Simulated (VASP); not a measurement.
# SiF (Pm-3m) in VASP: settings compared, part 2 of 2

VASP 6.6.1.

### 3 Relaxation of cell and atoms, RPBE

The input, INCAR:

```
SYSTEM = SiF
ALGO     = Normal         ! electronic algorithm
EDIFF    = 1E-6           ! SCF threshold, eV
EDIFFG   = -0.01          ! ionic threshold
ENCUT    = 600            ! plane-wave cutoff, eV
GGA      = RP             ! functional
IBRION   = 2              ! ionic algorithm
ISIF     = 3              ! what is computed and relaxed
ISMEAR   = -1             ! smearing method
LASPH    = .True.         ! aspherical terms in the spheres
LCHARG   = .False.        ! write CHGCAR
LREAL    = .False.        ! projectors in reciprocal space
LWAVE    = .False.        ! write WAVECAR
NELM     = 80             ! most SCF steps
NSW      = 40             ! ionic steps
PREC     = Accurate       ! precision mode
SIGMA    = 0.05           ! smearing width, eV
```

The input, KPOINTS:

```
k-points
0
Gamma
  9 9 9
  0 0 0
```

The input, POSCAR:

```
SiF
1.0
    3.0286000000      0.0000000000      0.0000000000
    0.0000000000      3.0286000000      0.0000000000
    0.0000000000      0.0000000000      3.0286000000
Si F
1 1
Direct
    0.5000000000      0.5000000000      0.5000000000
    0.0000000000      0.0000000000      0.0000000000
```

Potentials or basis: VASP PAW PBE potentials, release 64 (Si, F).

On the command line:

```bash
$ cat potpaw_PBE.64/Si/POTCAR potpaw_PBE.64/F/POTCAR > POTCAR
$ mpirun -np 1 vasp_std > vasp.out
```

OUTCAR:

```text
SYSTEM = SiF
   EDIFF = 1E-6
   EDIFFG = -0.01
   ENCUT = 600
   GGA = RP
   IBRION = 2
   ISIF = 3
   ISMEAR = -1
   LASPH = .True.
   LREAL = .False.
   NELM = 80
   NSW = 40
   PREC = Accurate

 ion  position               nearest neighbor table
   1  0.500  0.500  0.500-
   2  0.000  0.000  0.000-

  LATTYP: Found a simple cubic cell.
 ALAT       =     3.0286000000

  Lattice vectors:

 A1 = (   3.0286000000,   0.0000000000,   0.0000000000)
 A2 = (   0.0000000000,   3.0286000000,   0.0000000000)
 A3 = (   0.0000000000,   0.0000000000,   3.0286000000)

Analysis of symmetry for initial positions (statically):
=====================================================================
 Subroutine PRICEL returns:
 Original cell was already a primitive cell.

 Routine SETGRP: Setting up the symmetry group for a
 simple cubic supercell.
[... 250 lines left out ...]

 E-fermi :   5.5369     XC(G=0): -10.0362

 val. band max:        5.5031841107   @ k =   0.3333   0.2222   0.0000
 cond. band min:       5.5584499134   @ k =   0.4444   0.3333   0.0000
 fundamental gap:      0.0552658027
 Fermi energy:         5.5368657383

 k-point     1 :       0.0000    0.0000    0.0000
  band No.  band energies     occupation
      1     -18.4601      2.00000
      2      -3.3569      2.00000
      3       0.5220      2.00000
      4       0.5220      2.00000
      5       0.5220      2.00000
      6      10.5226      0.00000
      7      10.5226      0.00000
      8      10.5226      0.00000
      9      11.3984      0.00000
[... 265 lines left out ...]
 k-point    24 :       0.4444    0.3333    0.1111
  band No.  band energies     occupation
      1     -18.1295      2.00000
      2      -2.4444      2.00000
      3      -0.8968      2.00000
      4       0.7761      2.00000
      5       1.4059      2.00000
      6       5.5932      0.48925
      7       6.6148      0.00000
      8      10.3552      0.00000
      9      13.3699      0.00000

 [... further k-points ...]
[... 5 lines left out ...]
  --------------------------------------------------------------------------------------
  -------------------------------------------------------------------------------------
  Total       -0.0026344     -0.0026344     -0.0026344     -0.0000000      0.0000000     -0.0000000
  in kB       -0.1471327     -0.1471327     -0.1471327     -0.0000000      0.0000000     -0.0000000
  external PRESSURE =      -0.1471327 kB  Pullay stress =       0.0000000 kB
[... 17 lines left out ...]
  FREE ENERGIE OF THE ION-ELECTRON SYSTEM (eV)
  ---------------------------------------------------
  free  energy   TOTEN  =        -7.1255913069 eV

  energy  without entropy=       -7.1070035732  energy(sigma->0) =       -7.11629744

 reached required accuracy - stopping structural energy minimisation
```

OSZICAR:

```text
N       E                     dE             d eps       ncg     rms          rms(c)
DAV:   1     0.313134566117E+02    0.31313E+02   -0.55441E+03   630   0.116E+03
DAV:   2    -0.678370918085E+01   -0.38097E+02   -0.37013E+02   859   0.170E+02
DAV:   3    -0.795251199907E+01   -0.11688E+01   -0.11577E+01   728   0.306E+01
[... 22 lines left out ...]
DAV:   2    -0.712612600694E+01    0.15161E-02   -0.27138E-02   648   0.143E+00    0.148E-01
DAV:   3    -0.712561962105E+01    0.50639E-03   -0.34259E-03   649   0.497E-01    0.365E-02
DAV:   4    -0.712559430995E+01    0.25311E-04   -0.10250E-04   640   0.925E-02    0.132E-02
DAV:   5    -0.712559180500E+01    0.25049E-05   -0.10956E-05   631   0.296E-02    0.366E-03
DAV:   6    -0.712559130686E+01    0.49813E-06   -0.35039E-07   322   0.630E-03
   3 F= -.71255913E+01 E0= -.71162974E+01  d E =-.618481E-02
```

It took 5.6 s on 1 thread of Intel Xeon 6975P-C (Granite Rapids), shared host; peak memory 0.13 GiB.

What came out:

| Property | Result |
| --- | --- |
| Free energy | -7.1256 eV |
| Relaxed volume | 14.34 Å³/atom |
| Relaxed cell | a = 3.061 Å, b = 3.061 Å, c = 3.061 Å, α = 90.00°, β = 90.00°, γ = 90.00° |
| Space group after relaxing (to 0.05 Å) | Pm-3m (No. 221) |
| Energy gained by relaxing | 3.1 meV/atom |
| Ionic steps | 3 |
| Pressure after relaxing | 0.0 GPa |
| Band gap on the k mesh | none (metal or under the smearing width) |

Step by step:
```
step  energy change (eV)  largest force (eV/Å)  pressure (GPa)  volume (Å³)
   1              0.0000                0.0000            2.24        27.78
   2             -0.0061                0.0000            0.28        28.57
   3             -0.0062                0.0000           -0.01        28.69
```

Final structure:
```cif
data_structure
_symmetry_space_group_name_H-M 'P 1'
_symmetry_Int_Tables_number 1
_cell_length_a 3.0612
_cell_length_b 3.0612
_cell_length_c 3.0612
_cell_angle_alpha 90.000
_cell_angle_beta 90.000
_cell_angle_gamma 90.000
_cell_volume 28.69
loop_
_atom_site_label
_atom_site_type_symbol
_atom_site_fract_x
_atom_site_fract_y
_atom_site_fract_z
_atom_site_occupancy
Si1 Si 0.50000 0.50000 0.50000 1
F1 F 0.00000 0.00000 0.00000 1
```

Levels at points of the mesh, in eV from the Fermi level:
```csv
k point,band 3,band 4,band 5,band 6,band 7,band 8
"(0.00, 0.00, 0.00)",-5.01,-5.01,-5.01,4.99,4.99,4.99
```

Caveat: the PAW data sets were made with another functional, which shifts forces and pressure a little; an odd number of electrons without spin polarisation forces a metal; a magnetic or distorted state may lie lower.

### 4 Relaxation of cell and atoms, revPBE

Changes to INCAR since step 3:

```diff
@@ -5,3 +5,3 @@
 ENCUT    = 600            ! plane-wave cutoff, eV
-GGA      = RP             ! functional
+GGA      = RE             ! functional
 IBRION   = 2              ! ionic algorithm
```

KPOINTS is that of step 3.

POSCAR is that of step 3.

On the command line:

```bash
$ cat potpaw_PBE.64/Si/POTCAR potpaw_PBE.64/F/POTCAR > POTCAR
$ mpirun -np 1 vasp_std > vasp.out
```

Wall time 5.4 s (1 thread of Intel Xeon 6975P-C (Granite Rapids), shared host); peak memory 0.14 GiB.

Results (log left out):

- Free energy: -7.2034 eV
- Relaxed volume: 14.21 Å³/atom
- Relaxed cell: a = 3.052 Å, b = 3.052 Å, c = 3.052 Å, α = 90.00°, β = 90.00°, γ = 90.00°
- Space group after relaxing (to 0.05 Å): Pm-3m (No. 221)
- Energy gained by relaxing: 1.6 meV/atom
- Ionic steps: 3
- Pressure after relaxing: 0.0 GPa
- Band gap on the k mesh: none (metal or under the smearing width)

Step by step:
| step | energy change (eV) | largest force (eV/Å) | pressure (GPa) | volume (Å³) |
| --- | --- | --- | --- | --- |
| 1 | 0.0000 | 0.0000 | 1.61 | 27.78 |
| 2 | -0.0031 | 0.0000 | 0.19 | 28.34 |
| 3 | -0.0032 | 0.0000 | 0.00 | 28.42 |

Final structure:
```
Si F
1.0
     3.05166    0.00000    0.00000
     0.00000    3.05166    0.00000
     0.00000    0.00000    3.05166
Si F
1 1
Direct
  0.50000 0.50000 0.50000
  0.00000 0.00000 0.00000
```

Levels at points of the mesh, in eV from the Fermi level:
| k point | band 1 | band 2 | band 3 | band 4 | band 5 | band 6 | band 7 | band 8 | band 9 |
| --- | --- | --- | --- | --- | --- | --- | --- | --- | --- |
| (0.00, 0.00, 0.00) | -24.04 | -8.92 | -5.07 | -5.07 | -5.07 | 5.04 | 5.04 | 5.04 | 5.85 |

Caveat: the PAW data sets were made with another functional, which shifts forces and pressure a little; an odd number of electrons without spin polarisation forces a metal; a magnetic or distorted state may lie lower.

### 5 Relaxation of cell and atoms, BLYP

Changes to INCAR since step 4:

```diff
@@ -1,2 +1,6 @@
 SYSTEM = SiF
+AGGAC    = 1.0          
+AGGAX    = 1.0          
+ALDAC    = 0.0          
+ALDAX    = 1.0          
 ALGO     = Normal         ! electronic algorithm
@@ -5,3 +9,3 @@
 ENCUT    = 600            ! plane-wave cutoff, eV
-GGA      = RE             ! functional
+GGA      = B5             ! functional
 IBRION   = 2              ! ionic algorithm
```

KPOINTS is that of step 4.

POSCAR is that of step 4.

On the command line:

```bash
$ cat potpaw_PBE.64/Si/POTCAR potpaw_PBE.64/F/POTCAR > POTCAR
$ mpirun -np 1 vasp_std > vasp.out
```

It took 12 s on 1 thread of Intel Xeon 6975P-C (Granite Rapids), shared host; peak memory 0.14 GiB.

The run converged. Its results:

```yaml
Free_energy: -7.1184 eV
Relaxed_volume: 15.08 Å³/atom
Relaxed_cell: a = 3.113 Å, b = 3.113 Å, c = 3.113 Å, α = 90.00°, β = 90.00°, γ = 90.00°
Space_group_after_relaxing_to_0.05_Å: Pm-3m (No. 221)
Energy_gained_by_relaxing: 20.3 meV/atom
Ionic_steps: 3
Pressure_after_relaxing: 0.0 GPa
Band_gap_on_the_k_mesh: none (metal or under the smearing width)
```

Step by step:
```
step  energy change (eV)  largest force (eV/Å)  pressure (GPa)  volume (Å³)
   1              0.0000                0.0000            5.83        27.78
   2             -0.0399                0.0000            0.60        29.86
   3             -0.0405                0.0000            0.03        30.17
```

Final structure:
```
CELL_PARAMETERS angstrom
3.11294 0.00000 0.00000
0.00000 3.11294 0.00000
0.00000 0.00000 3.11294
ATOMIC_POSITIONS crystal
Si 0.50000 0.50000 0.50000
F 0.00000 0.00000 0.00000
```

Levels at points of the mesh, in eV from the Fermi level:
| k point | band 1 | band 2 | band 3 | band 4 | band 5 | band 6 | band 7 | band 8 | band 9 |
| --- | --- | --- | --- | --- | --- | --- | --- | --- | --- |
| (0.00, 0.00, 0.00) | -23.55 | -8.79 | -4.88 | -4.88 | -4.88 | 4.55 | 4.55 | 4.55 | 6.21 |

Caveat: the PAW data sets were made with another functional, which shifts forces and pressure a little; an odd number of electrons without spin polarisation forces a metal; a magnetic or distorted state may lie lower.

### 6 For comparison

An earlier run on the cell as given: functional PBE; potentials or basis VASP PAW PBE potentials, release 64 (Si, F); cutoff 520 eV; k mesh 9 × 9 × 9; occupations fermi-dirac, width 0.05 eV; no spin polarisation.

* Pressure: 0.0 GPa
* Band gap on the k mesh: none (metal or under the smearing width)

### 7 Summary

| task | level | cell | cutoff (eV) | gap on the mesh (eV) | pressure (GPa) | relaxed volume (Å³/atom) |
| --- | --- | --- | --- | --- | --- | --- |
| relaxation of cell and atoms | PBEsol | relaxed | 600 | none | -0.1 | 13.24 |
| relaxation of cell and atoms | RPBE | relaxed | 600 | none | 0.0 | 14.34 |
| relaxation of cell and atoms | revPBE | relaxed | 600 | none | 0.0 | 14.21 |
| relaxation of cell and atoms | BLYP | relaxed | 600 | none | 0.0 | 15.08 |
| single point | PBE | as given | 520 | none | 0.0 | - |

Alike in all rows: potentials or basis VASP PAW PBE potentials, release 64 (Si, F); no spin polarisation; k mesh 9 × 9 × 9; smearing fermi-dirac 0.05 eV.

Caveats: an odd number of electrons without spin polarisation forces a metal; a magnetic or distorted state may lie lower; the PAW data sets were made with another functional, which shifts forces and pressure a little (some runs).

Total energies depend on the potentials used, so only differences within one code and one set of settings carry meaning.
